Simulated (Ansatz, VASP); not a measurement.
**One calculation of Hf3Te, two programs**

```
CELL_PARAMETERS angstrom
4.44295 0.00000 0.00000
0.00000 4.44295 0.00000
0.00000 0.00000 4.40178
ATOMIC_POSITIONS crystal
Hf 0.00000 0.50000 0.50000
Hf 0.50000 0.00000 0.50000
Hf 0.50000 0.50000 0.00000
Te 0.00000 0.00000 0.00000
```

Alike in both runs: functional PBE; k mesh 10 × 10 × 10; occupations gaussian, width 0.1 eV; no spin polarisation.

Ansatz relaxed the structure, and its values are those at the end. VASP's run is a single point on that final structure, the one shown.

|  | VASP | Ansatz |
| --- | --- | --- |
| version | VASP 6.6.1 | Ansatz 0.2.0 |
| potentials or method | VASP PAW PBE potentials, release 64 (Hf_pv, Te) | scalar-relativistic, plane waves, PAW |
| plane-wave cutoff (eV) | 520 | 420 |
| valence electrons in the cell | 36 | 94 |

```csv
,VASP,Ansatz,Ansatz less VASP
gap on the k mesh at the Fermi level (eV),none,none,-
pressure (GPa),-0.4,0.0,+0.42
```

A gap of «none» marks a metal or a gap that the smearing closes. The two sets of potentials don't hold the same shells in valence.

The runs have no spin-orbit coupling, so splittings on Hf, Te are missing.
